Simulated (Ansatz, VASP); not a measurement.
## Pb: VASP beside Ansatz

Wanted: the spread between two codes on one cell, functional and k mesh. The cell is taken from a series of runs on this material, whose earlier steps may have relaxed, scaled, displaced or heated it; both programs get it as it stands.

Calculated with Ansatz 0.2.0; plane waves, with VASP 6.6.1 beside it; LDA.

## 1. Starting point

The cell holds 3 atoms: 3 Pb. Its edges and angles: a = 3.371 Å, b = 3.371 Å, c = 35.232 Å, α = 90.0°, β = 90.0°, γ = 120.0°. It derives from Pb. Vacuum lies along c.

Structure file:

```xyz
3
Lattice="3.3712 0.0000 0.0000 -1.6856 2.9195 0.0000 0.0000 0.0000 35.2315" Properties=species:S:1:pos:R:3
Pb    0.0000    0.0000    6.5560
Pb    0.0000    1.9464    9.3579
Pb    1.6856    0.9732   12.1597
```

## 2. VASP: zone-centre phonons, LDA

Second derivatives magnify differences that forces hide, and they need a tight electronic threshold.

Lines of VASP's logs that name or quote its potential files are left out, and so is its time.

INCAR reads:

```
SYSTEM = Pb
PREC = Accurate
ENCUT = 500
EDIFF = 1E-08
NELM = 120
ISMEAR = 1
SIGMA = 0.2
LREAL = .FALSE.
ALGO = Normal
GGA = PW92
NBANDS = 27
LORBIT = 11
LWAVE = .FALSE.
LCHARG = .FALSE.
ISIF = 2
IBRION = 8
LASPH = .TRUE.
GGA_COMPAT = .FALSE.
NELMDL = -8
KPAR = 2
```

POSCAR reads:

```
Pb
1.0
    3.3711866045      0.0000000000      0.0000000000
   -1.6855933022      2.9195332404      0.0000000000
    0.0000000000      0.0000000000     35.2315174529
Pb
3
Direct
    0.0000000001      0.0000000000      0.1860841420
    0.3333333334      0.6666666667      0.2656111822
    0.6666666667      0.3333333334      0.3451382223
```

KPOINTS reads:

```
Automatic mesh
0
Gamma
15 15 1
0 0 0
```

The projector-augmented-wave data sets are Pb_d (LDA family, release 64).

Started as:

```sh
mpirun -np 2 vasp_std
```

Numbers of over 12 decimals in the logs are rounded to 6 here.

The program printed:

```text
[banner, memory and clock lines left out]
running    2 mpi-ranks, on    1 nodes
 distrk:  each k-point on    1 cores,    2 groups
 distr:  one band on    1 cores,    1 groups

 POSCAR found type information on POSCAR Pb
 POSCAR found :  1 types and       3 ions
|                                                                             |
|               ----> ADVICE to this user running VASP <----                  |
|                                                                             |
|     You enforced a specific xc type in the INCAR file but a different       |
|     [... a line on the potential file left out ...]
|     I HOPE YOU KNOW WHAT YOU ARE DOING!                                     |
|                                                                             |

 LDA part: xc-table for (Slater(with rela. corr.)+PW92), standard interpolation
 POSCAR, INCAR and KPOINTS ok, starting setup
 FFT: planning ... GRIDC
 FFT: planning ... GRID_SOFT
 FFT: planning ... GRID
 WAVECAR not read
 entering main loop
       N       E                     dE             d eps       ncg     rms          rms(c)
DAV:   1     0.436552943952E+03    0.43655E+03   -0.18128E+04  1658   0.125E+03
DAV:   2     0.255157793868E+02   -0.41104E+03   -0.40632E+03  1613   0.384E+02
DAV:   3    -0.107533638995E+02   -0.36269E+02   -0.35951E+02  1747   0.162E+02
DAV:   4    -0.122354922260E+02   -0.14821E+01   -0.14781E+01  1832   0.440E+01
DAV:   5    -0.122855859519E+02   -0.50094E-01   -0.50089E-01  2061   0.645E+00
DAV:   6    -0.122873153903E+02   -0.17294E-02   -0.17294E-02  2013   0.116E+00
DAV:   7    -0.122873636256E+02   -0.48235E-04   -0.48235E-04  2283   0.149E-01
DAV:   8    -0.122873645625E+02   -0.93696E-06   -0.93685E-06  2165   0.189E-02    0.117E+00
DAV:   9    -0.121875083966E+02    0.99856E-01   -0.23107E-01  1950   0.767E+00    0.613E-01
DAV:  10    -0.121703964399E+02    0.17112E-01   -0.10136E-01  1737   0.409E+00    0.234E-01
DAV:  11    -0.121679489584E+02    0.24475E-02   -0.73733E-03  1913   0.114E+00    0.136E-01
DAV:  12    -0.121662896573E+02    0.16593E-02   -0.21897E-03  1824   0.445E-01    0.373E-02
DAV:  13    -0.121662665780E+02    0.23079E-04   -0.15949E-04  1998   0.120E-01    0.268E-02
DAV:  14    -0.121665005690E+02   -0.23399E-03   -0.24085E-04  1728   0.125E-01    0.117E-02
[...]
DAV:  22    -0.121670803103E+02   -0.32425E-05   -0.10224E-07  1136   0.191E-03    0.109E-04
DAV:  23    -0.121670811915E+02   -0.88122E-06   -0.24549E-08  1146   0.148E-03    0.666E-05
DAV:  24    -0.121670821533E+02   -0.96182E-06   -0.24347E-08  1072   0.620E-04    0.563E-05
DAV:  25    -0.121670824085E+02   -0.25520E-06   -0.92387E-10  1100   0.762E-04    0.336E-05
DAV:  26    -0.121670825991E+02   -0.19059E-06   -0.11932E-09  1006   0.482E-04    0.235E-05
DAV:  27    -0.121670826504E+02   -0.51274E-07    0.82831E-10   968   0.238E-04    0.166E-05
DAV:  28    -0.121670826627E+02   -0.12345E-07    0.12229E-09   951   0.158E-04    0.308E-06
DAV:  29    -0.121670826666E+02   -0.38945E-08    0.13615E-09   997   0.729E-05
   1 F= -.12167083E+02 E0= -.12164428E+02  d E =-.796287E-02
 Linear response reoptimize wavefunctions to high precision
DAV:   1    -0.121670826710E+02   -0.43547E-08    0.13602E-09   921   0.804E-05
DAV:   2    -0.121670826709E+02    0.76398E-10    0.13827E-09  1016   0.311E-05
DAV:   3    -0.121670826710E+02   -0.87311E-10    0.13930E-09   922   0.242E-05
 Linear response DOF=           4
 Linear response progress:
  Degree of freedom:   1/  4
       N       E                     dE             d eps       ncg     rms          rms(c)
RMM:   1    -0.318618334717E+00   -0.31862E+00   -0.20654E-01  8922   0.436E+00
RMM:   2    -0.320780098241E+00   -0.21618E-02   -0.10832E-02  9557   0.882E-01    0.177E-02
RMM:   3    -0.320874800161E+00   -0.94702E-04   -0.14400E-03 10207   0.279E-01    0.111E-02
RMM:   4    -0.320754268140E+00    0.12053E-03   -0.11980E-04 10011   0.835E-02    0.479E-03
RMM:   5    -0.320737435865E+00    0.16832E-04   -0.18758E-05 10344   0.299E-02    0.300E-03
RMM:   6    -0.320704153864E+00    0.33282E-04   -0.21856E-06  9933   0.106E-02    0.369E-04
RMM:   7    -0.320701608063E+00    0.25458E-05   -0.31689E-07 10302   0.402E-03    0.275E-04
RMM:   8    -0.320698157862E+00    0.34502E-05   -0.85166E-08 10477   0.165E-03    0.158E-04
RMM:   9    -0.320694976592E+00    0.31813E-05   -0.19265E-08 10524   0.769E-04    0.870E-05
RMM:  10    -0.320696341264E+00   -0.13647E-05   -0.17155E-08 10632   0.360E-04    0.304E-05
RMM:  11    -0.320696564775E+00   -0.22351E-06   -0.39816E-08 10682   0.180E-04    0.239E-05
RMM:  12    -0.320696476415E+00    0.88360E-07   -0.93032E-09 10857   0.106E-04    0.761E-06
RMM:  13    -0.320696342742E+00    0.13367E-06   -0.32005E-08 10576   0.673E-05    0.517E-06
RMM:  14    -0.320696354329E+00   -0.11586E-07   -0.30177E-08 10034   0.439E-05    0.348E-06
RMM:  15    -0.320696397036E+00   -0.42707E-07   -0.18705E-08 10925   0.365E-05    0.754E-07
RMM:  16    -0.320696401947E+00   -0.49110E-08   -0.61458E-09  9520   0.302E-05    0.323E-07
 first order change of Fermi-energy   0.43360E-04
 force on displaced ion       1 direction 1 :  -0.293   0.000  -0.000
 Linear response progress:
  Degree of freedom:   2/  4
       N       E                     dE             d eps       ncg     rms          rms(c)
RMM:   1    -0.392816505114E+00   -0.39282E+00   -0.17835E-01  2077   0.462E+00
RMM:   2    -0.395311567043E+00   -0.24951E-02   -0.13035E-02  2373   0.102E+00    0.251E-02
RMM:   3    -0.395701159221E+00   -0.38959E-03   -0.21244E-03  2458   0.306E-01    0.119E-02
RMM:   4    -0.395680382078E+00    0.20777E-04   -0.17301E-04  2486   0.102E-01    0.845E-03
RMM:   5    -0.395672284222E+00    0.80979E-05   -0.33796E-05  2504   0.394E-02    0.568E-03
RMM:   6    -0.395665399541E+00    0.68847E-05   -0.38003E-06  2429   0.143E-02    0.206E-03
RMM:   7    -0.395661369713E+00    0.40298E-05   -0.70661E-07  2459   0.598E-03    0.406E-04
RMM:   8    -0.395660348661E+00    0.10211E-05   -0.17089E-07  2481   0.249E-03    0.263E-04
RMM:   9    -0.395659264198E+00    0.10845E-05   -0.10358E-08  2067   0.144E-03    0.937E-05
RMM:  10    -0.395659037662E+00    0.22654E-06   -0.13531E-08  2441   0.621E-04    0.620E-05
RMM:  11    -0.395659195559E+00   -0.15790E-06   -0.50357E-09  2177   0.348E-04    0.406E-05
RMM:  12    -0.395659741858E+00   -0.54630E-06   -0.16977E-09  2250   0.202E-04    0.346E-05
RMM:  13    -0.395660518752E+00   -0.77689E-06   -0.40166E-09  2304   0.147E-04    0.150E-05
RMM:  14    -0.395660588178E+00   -0.69425E-07   -0.13555E-09  2582   0.931E-05    0.107E-05
RMM:  15    -0.395660522348E+00    0.65830E-07   -0.88832E-11  2525   0.666E-05    0.528E-06
RMM:  16    -0.395660476970E+00    0.45377E-07    0.43098E-10  2683   0.477E-05    0.334E-06
RMM:  17    -0.395660498266E+00   -0.21295E-07   -0.12172E-10  2659   0.389E-05    0.153E-06
RMM:  18    -0.395660507200E+00   -0.89338E-08    0.56289E-11  2708   0.328E-05    0.949E-07
 first order change of Fermi-energy   0.16419E+00
 force on displaced ion       1 direction 3 :  -0.000   0.000  -1.740
 Linear response progress:
  Degree of freedom:   3/  4
       N       E                     dE             d eps       ncg     rms          rms(c)
RMM:   1    -0.318501806282E+00   -0.31850E+00   -0.18376E-01  5008   0.420E+00
RMM:   2    -0.320766314992E+00   -0.22645E-02   -0.12162E-02  5421   0.880E-01    0.190E-02
RMM:   3    -0.320902024621E+00   -0.13571E-03   -0.16595E-03  5807   0.288E-01    0.111E-02
RMM:   4    -0.320802212418E+00    0.99812E-04   -0.13404E-04  5687   0.853E-02    0.463E-03
RMM:   5    -0.320795655784E+00    0.65566E-05   -0.18304E-05  5900   0.297E-02    0.270E-03
RMM:   6    -0.320778133151E+00    0.17523E-04   -0.21590E-06  5762   0.106E-02    0.355E-04
RMM:   7    -0.320775070647E+00    0.30625E-05   -0.37872E-07  5724   0.400E-03    0.244E-04
RMM:   8    -0.320769324575E+00    0.57461E-05   -0.96249E-08  5928   0.157E-03    0.761E-05
RMM:   9    -0.320770096855E+00   -0.77228E-06   -0.47247E-08  6061   0.697E-04    0.460E-05
RMM:  10    -0.320769667212E+00    0.42964E-06   -0.21436E-08  5779   0.298E-04    0.109E-05
RMM:  11    -0.320769637092E+00    0.30120E-07   -0.14046E-08  6116   0.144E-04    0.663E-06
RMM:  12    -0.320769621620E+00    0.15472E-07   -0.87283E-09  6064   0.759E-05    0.649E-06
RMM:  13    -0.320769565712E+00    0.55908E-07   -0.87616E-09  5878   0.451E-05    0.205E-06
RMM:  14    -0.320769584762E+00   -0.19050E-07   -0.45095E-09  4421   0.310E-05    0.262E-06
RMM:  15    -0.320769569488E+00    0.15274E-07   -0.32260E-09  4880   0.236E-05    0.107E-06
RMM:  16    -0.320769556790E+00    0.12698E-07   -0.15648E-09  4727   0.203E-05    0.756E-08
 first order change of Fermi-energy  -0.56289E-04
 force on displaced ion       2 direction 1 :  -0.559   0.000   0.000
 Linear response progress:
  Degree of freedom:   4/  4
       N       E                     dE             d eps       ncg     rms          rms(c)
RMM:   1    -0.394197656396E+00   -0.39420E+00   -0.17855E-01  2083   0.437E+00
RMM:   2    -0.395990091709E+00   -0.17924E-02   -0.15899E-02  2288   0.109E+00    0.392E-02
RMM:   3    -0.396385925846E+00   -0.39583E-03   -0.28213E-03  2416   0.367E-01    0.262E-02
RMM:   4    -0.396284597997E+00    0.10133E-03   -0.31811E-04  2465   0.122E-01    0.152E-02
RMM:   5    -0.396231279130E+00    0.53319E-04   -0.45574E-05  2459   0.458E-02    0.615E-03
RMM:   6    -0.396195366445E+00    0.35913E-04   -0.81135E-06  2442   0.189E-02    0.138E-03
RMM:   7    -0.396198491343E+00   -0.31249E-05   -0.13447E-06  2167   0.748E-03    0.652E-04
RMM:   8    -0.396193788964E+00    0.47024E-05   -0.32502E-07  2405   0.335E-03    0.295E-04
RMM:   9    -0.396190417397E+00    0.33716E-05   -0.60699E-08  2145   0.157E-03    0.149E-04
RMM:  10    -0.396188688517E+00    0.17289E-05   -0.20956E-08  2383   0.688E-04    0.828E-05
RMM:  11    -0.396189262383E+00   -0.57387E-06   -0.19754E-09  2377   0.384E-04    0.573E-05
RMM:  12    -0.396189355053E+00   -0.92670E-07   -0.18331E-08  2496   0.266E-04    0.421E-05
RMM:  13    -0.396189235505E+00    0.11955E-06   -0.47099E-09  2520   0.121E-04    0.264E-05
RMM:  14    -0.396189403596E+00   -0.16809E-06    0.18452E-09  2507   0.960E-05    0.114E-05
RMM:  15    -0.396189322547E+00    0.81049E-07   -0.30296E-09  2624   0.601E-05    0.101E-05
RMM:  16    -0.396189355247E+00   -0.32701E-07    0.34170E-09  2592   0.529E-05    0.543E-06
RMM:  17    -0.396189300428E+00    0.54819E-07   -0.27546E-09  2717   0.422E-05    0.248E-06
RMM:  18    -0.396189341931E+00   -0.41503E-07    0.13835E-09  2607   0.293E-05    0.175E-06
RMM:  19    -0.396189315848E+00    0.26082E-07    0.56017E-10  2654   0.286E-05    0.675E-07
RMM:  20    -0.396189312004E+00    0.38438E-08   -0.79205E-10  2695   0.222E-05    0.483E-07
 first order change of Fermi-energy   0.12628E-02
 force on displaced ion       2 direction 3 :   0.000   0.000  -2.789
 Linear response finished
```

OUTCAR, selected parts (step 2):

```text
ion  position               nearest neighbor table
   1  0.000  0.000  0.186-   2 3.41   2 3.41   2 3.41
   2  0.333  0.667  0.266-   3 3.41   3 3.41   3 3.41   1 3.41   1 3.41   1 3.41
   3  0.667  0.333  0.345-   2 3.41   2 3.41   2 3.41

  LATTYP: Found a hexagonal cell.
 ALAT       =     3.3711866045
 C/A-ratio  =    10.4507764138

 Subroutine GETGRP returns: Found 12 space group operations
 (whereof  6 operations were pure point group operations)

The static configuration has the point symmetry C_3v.
 The point group associated with its full space group is D_3d.

 Found     27 irreducible k-points:

   k-points           NKPTS =     27   k-points in BZ     NKDIM =     27   number of bands    NBANDS=     27

   dimension x,y,z NGX =    28 NGY =   28 NGZ =  270
   dimension x,y,z NGXF=    56 NGYF=   56 NGZF=  540

   ENCUT  =  500.0 eV  36.75 Ry    6.06 a.u.   6.15  6.15 64.24*2*pi/ulx,y,z

   NELECT =      42.0000    total number of electrons

 k-points in reciprocal lattice and weights: Automatic mesh
   0.00000000  0.00000000  0.00000000       0.004
   0.06666667  0.00000000  0.00000000       0.027
   0.13333333  0.00000000  0.00000000       0.027
   0.20000000  0.00000000  0.00000000       0.027
   0.26666667  0.00000000  0.00000000       0.027
   0.33333333 -0.00000000  0.00000000       0.027
   0.40000000 -0.00000000  0.00000000       0.027
   0.46666667  0.00000000  0.00000000       0.027
   0.06666667  0.06666667  0.00000000       0.027
[...]
0.33333333  0.26666667  0.00000000       0.053
   0.33333333  0.33333333  0.00000000       0.009

 average (electrostatic) potential at core
       1 -98.7673       2 -98.6584       3 -98.7673

  Total        0.0290438      0.0290438      0.0252748      0.0000000     -0.0000000      0.0000000
  in kB        0.1341951      0.1341951      0.1167805      0.0000000     -0.0000000      0.0000000
  external PRESSURE =       0.1283902 kB  Pullay stress =       0.0000000 kB

  energy-cutoff  :      500.00
  volume of cell :      346.76
      direct lattice vectors                 reciprocal lattice vectors
     3.371186605  0.000000000  0.000000000     0.296631459  0.171260253  0.000000000
    -1.685593302  2.919533240  0.000000000     0.000000000  0.342520505  0.000000000
     0.000000000  0.000000000 35.231517453     0.000000000  0.000000000  0.028383677

 POSITION                                       TOTAL-FORCE (eV/Angst)
 -----------------------------------------------------------------------------------
      0.00000      0.00000      6.55603         0.000000      0.000000     -0.012100
      0.00000      1.94636      9.35789         0.000000     -0.000000      0.000000
      1.68559      0.97318     12.15974        -0.000000     -0.000000      0.012100
 -----------------------------------------------------------------------------------
    total drift:                               -0.000000     -0.000000     -0.000061

 Eigenvectors and eigenvalues of the dynamical matrix
 ----------------------------------------------------

   1 f  =    2.216788 THz    13.928487 2PiTHz   73.944073 cm-1     9.167892 meV
             X         Y         Z           dx          dy          dz
      0.000000  0.000000  6.556027    -0.000000    0.000000    0.406558
      0.000000  1.946355  9.357885     0.000000    0.000000   -0.818182
      1.685593  0.973178 12.159743    -0.000000   -0.000000    0.406558

   2 f  =    1.575104 THz     9.896672 2PiTHz   52.539820 cm-1     6.514105 meV
             X         Y         Z           dx          dy          dz
      0.000000  0.000000  6.556027    -0.000000    0.000000    0.707107
      0.000000  1.946355  9.357885     0.000000   -0.000000    0.000000
      1.685593  0.973178 12.159743    -0.000000    0.000000   -0.707107

   3 f  =    0.998704 THz     6.275041 2PiTHz   33.313172 cm-1     4.130305 meV
             X         Y         Z           dx          dy          dz
      0.000000  0.000000  6.556027    -0.275426   -0.305534   -0.000000
      0.000000  1.946355  9.357885     0.544606    0.604138    0.000000
      1.685593  0.973178 12.159743    -0.275426   -0.305534    0.000000

   4 f  =    0.998704 THz     6.275041 2PiTHz   33.313172 cm-1     4.130305 meV
             X         Y         Z           dx          dy          dz
      0.000000  0.000000  6.556027     0.305534   -0.275426    0.000000
      0.000000  1.946355  9.357885    -0.604138    0.544606   -0.000000
      1.685593  0.973178 12.159743     0.305534   -0.275426   -0.000000

   5 f  =    0.594545 THz     3.735633 2PiTHz   19.831871 cm-1     2.458837 meV
             X         Y         Z           dx          dy          dz
      0.000000  0.000000  6.556027     0.473453    0.525206   -0.000000
      0.000000  1.946355  9.357885    -0.000000   -0.000000    0.000000
      1.685593  0.973178 12.159743    -0.473453   -0.525206    0.000000

   6 f  =    0.594545 THz     3.735633 2PiTHz   19.831871 cm-1     2.458837 meV
             X         Y         Z           dx          dy          dz
      0.000000  0.000000  6.556027    -0.525206    0.473453   -0.000000
      0.000000  1.946355  9.357885     0.000000   -0.000000   -0.000000
      1.685593  0.973178 12.159743     0.525206   -0.473453   -0.000000

   7 f/i=    0.005380 THz     0.033802 2PiTHz    0.179449 cm-1     0.022249 meV
             X         Y         Z           dx          dy          dz
      0.000000  0.000000  6.556027     0.420735   -0.392137   -0.000000
      0.000000  1.946355  9.357885     0.425561   -0.396635   -0.000000
      1.685593  0.973178 12.159743     0.420735   -0.392137   -0.000000

   8 f/i=    0.005380 THz     0.033802 2PiTHz    0.179449 cm-1     0.022249 meV
             X         Y         Z           dx          dy          dz
      0.000000  0.000000  6.556027    -0.392137   -0.420735   -0.000000
      0.000000  1.946355  9.357885    -0.396635   -0.425561   -0.000000
      1.685593  0.973178 12.159743    -0.392137   -0.420735   -0.000000

   9 f/i=    0.006483 THz     0.040733 2PiTHz    0.216247 cm-1     0.026811 meV
             X         Y         Z           dx          dy          dz
      0.000000  0.000000  6.556027    -0.000000    0.000000   -0.578542
      0.000000  1.946355  9.357885    -0.000000    0.000000   -0.574960
      1.685593  0.973178 12.159743    -0.000000    0.000000   -0.578542

 ELASTIC MODULI CONTR FROM IONIC RELAXATION (kBar)
 Direction    XX          YY          ZZ          XY          YZ          ZX
 --------------------------------------------------------------------------------
 XX         -58.0945    -22.7940    -78.0111     -0.0000      5.0626      0.0000
 YY         -22.7940    -58.0945    -78.0111     -0.0000     -5.0626     -0.0000
 ZZ         -78.0111    -78.0111   -150.4722     -0.0000     -0.0000     -0.0000
 XY          -0.0000     -0.0000     -0.0000    -17.6503     -0.0000     27.6626
 YZ           5.0626     -5.0626     -0.0000     -0.0000     -1.4521     -0.0000
 ZX           0.0000     -0.0000     -0.0000     27.6626     -0.0000    -43.3545
 --------------------------------------------------------------------------------
```

[end of part 1 of 2]

[Lines on the potential files, build, host, timing and source positions are cut from VASP's logs without a mark.]

[Logs are printed without paths, hosts, clocks, repeated set-up lines and the standing remarks that a program may print on its own settings, such as how far it seeks lower states.]

[Hosts, paths, dates, database ids (printed as entryN), source tags and the programs' standing remarks are cut or masked in the printed files.]
